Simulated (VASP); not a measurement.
Output of a VASP run:

File OSZICAR:
```
       N       E                     dE             d eps       ncg     rms          rms(c)
DAV:   1     0.257621386888E+03    0.25762E+03   -0.15902E+04  5272   0.211E+03
DAV:   2     0.283835410937E+01   -0.25478E+03   -0.23816E+03  5404   0.409E+02
DAV:   3    -0.267659998936E+02   -0.29604E+02   -0.28266E+02  5884   0.159E+02
DAV:   4    -0.277277910249E+02   -0.96179E+00   -0.95519E+00  5868   0.305E+01
DAV:   5    -0.277556179658E+02   -0.27827E-01   -0.27810E-01  6176   0.487E+00    0.206E+01
DAV:   6    -0.251268669905E+02    0.26288E+01   -0.50208E+01  7920   0.115E+02    0.230E+01
DAV:   7    -0.233013467516E+02    0.18255E+01   -0.79251E+00  6560   0.890E+01    0.936E+00
DAV:   8    -0.235483024511E+02   -0.24696E+00   -0.26167E+00  5880   0.135E+01    0.625E+00
DAV:   9    -0.234688235348E+02    0.79479E-01   -0.15682E-01  8124   0.105E+01    0.141E+00
DAV:  10    -0.234855782034E+02   -0.16755E-01   -0.69975E-02  6744   0.363E+00    0.576E-01
DAV:  11    -0.234846642314E+02    0.91397E-03   -0.67407E-03  7988   0.221E+00    0.132E-01
DAV:  12    -0.234849343915E+02   -0.27016E-03   -0.26010E-03  7356   0.567E-01    0.748E-02
DAV:  13    -0.234849037276E+02    0.30664E-04   -0.12432E-04  7456   0.138E-01    0.324E-02
DAV:  14    -0.234849086833E+02   -0.49557E-05   -0.79378E-05  7752   0.852E-02    0.257E-02
DAV:  15    -0.234849060866E+02    0.25967E-05   -0.83366E-06  5624   0.398E-02    0.115E-02
DAV:  16    -0.234849056783E+02    0.40835E-06   -0.82232E-06  6084   0.344E-02
   1 F= -.23484906E+02 E0= -.23484906E+02  d E =0.142065E-22  mag=     0.0000
```

OUTCAR:
```
------------------------ aborting loop because EDIFF is reached ----------------------------------------
  FORCE on cell =-STRESS in cart. coord.  units (eV):
  Direction    XX          YY          ZZ          XY          YZ          ZX
  --------------------------------------------------------------------------------------
  Total        0.3695508      0.3695508      0.3695508     -0.0576741     -0.0576741     -0.0576741
  in kB       16.2138416     16.2138416     16.2138416     -2.5304201     -2.5304201     -2.5304201
  external PRESSURE =      16.2138416 kB  Pullay stress =       0.0000000 kB
  volume of cell :       36.52
      direct lattice vectors                 reciprocal lattice vectors
     4.180000000  2.090000000  2.090000000     0.358851675 -0.119617225 -0.119617225
     2.090000000  4.180000000  2.090000000    -0.119617225  0.358851675 -0.119617225
     2.090000000  2.090000000  4.180000000    -0.119617225 -0.119617225  0.358851675
 POSITION                                       TOTAL-FORCE (eV/Angst)
 -----------------------------------------------------------------------------------
      0.00000      0.00000      0.00000        -0.000000      0.000000      0.000000
      4.18000      4.18000      4.18000        -0.000000     -0.000000     -0.000000
      2.09000      2.09000      2.09000        -0.000000      0.000000      0.000000
      6.27000      6.27000      6.27000         0.000000     -0.000000     -0.000000
 -----------------------------------------------------------------------------------
    total drift:                                0.000000     -0.000000     -0.000000
  FREE ENERGIE OF THE ION-ELECTRON SYSTEM (eV)
  ---------------------------------------------------
  free  energy   TOTEN  =       -23.4849056783 eV

  energy  without entropy=      -23.4849056783  energy(sigma->0) =      -23.48490568

 total charge

# of ion       s       p       d       tot
------------------------------------------
    1        0.329   0.400   8.263   8.992
    2        0.329   0.400   8.263   8.992
    3        1.562   3.409   0.000   4.971
    4        1.562   3.409   0.000   4.971
--------------------------------------------------
tot          3.781   7.618  16.526  27.926

 magnetization (x)

# of ion       s       p       d       tot
------------------------------------------
    1       -0.010  -0.013   1.368   1.345
    2        0.010   0.013  -1.368  -1.345
    3        0.000   0.000   0.000   0.000
    4        0.000   0.000   0.000   0.000
--------------------------------------------------
tot          0.000  -0.000   0.000  -0.000
```
(Selected blocks of OUTCAR.)

File POSCAR:
```
NiO
1
    4.1800000000     2.0900000000     2.0900000000
    2.0900000000     4.1800000000     2.0900000000
    2.0900000000     2.0900000000     4.1800000000
Ni O
2 2
Direct
  0.0000000000   0.0000000000   0.0000000000
  0.5000000000   0.5000000000   0.5000000000
  0.2500000000   0.2500000000   0.2500000000
  0.7500000000   0.7500000000   0.7500000000
```

**Question.** Reconstruct the remaining input files.

**Answer.** Several could match; the one computed here: the input of the run itself, PBE GGA, plane waves, VASP's PBE PAW potentials (set 64).

### KPOINTS
```
Automatic mesh
0
Gamma
8 8 8
0 0 0
```

### INCAR
```
ALGO  =  Normal
EDIFF  =  1E-6
ENCUT  =  520
GGA  =  PE
ISIF  =  2
ISMEAR  =  1
ISPIN  =  2
LASPH  =  .True.
LCHARG  =  .False.
LMAXMIX  =  4
LORBIT  =  10
LREAL  =  .False.
LWAVE  =  .False.
MAGMOM  =  2.0 -2.0 2*0.0
NELM  =  100
PREC  =  Accurate
SIGMA  =  0.01
SYSTEM  =  NiO
```

POTCAR, in this order: Ni O (PBE.64 set). Program: vasp_std.

The compound is NiO in the rock salt, AFM-II order structure. The cell was not relaxed at this level. The run is one of a series of settings (ISMEAR = 1, SIGMA = 0.01 against the base run), some of them coarse on purpose.
